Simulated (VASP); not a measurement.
Energy against volume of CdS (zinc blende). All values below come from PW91 GGA, VASP's PBE PAW potentials (set 64) (plane waves; VASP 6.6.1). Settings: 520 eV cut-off, 8×8×8 Γ-centred mesh, Gaussian smearing of 0.050 eV, potentials Cd S.

| V (Å³/atom) | E (eV/atom) |
|---|---|
| 25.331 | -3.09290 |
| 26.114 | -3.09731 |
| 26.898 | -3.09375 |
| 27.681 | -3.08347 |

Q: Fit these four points and predict the energy of the run at 24.548 Å³/atom.

A: A cubic in V^(−2/3), the third-order Birch-Murnaghan form, passes through the four points with V0 = 26.13 Å³/atom and B0 = 54 GPa, and gives -3.0790 eV/atom there. The run gave -3.0791 eV/atom, -0.0 meV/atom from the fit; all five points give B0 = 54 GPa.

The compound is CdS in the zinc blende structure, a metastable form; wurtzite is the usual one. It was relaxed first, which changed the volume by +6 %.
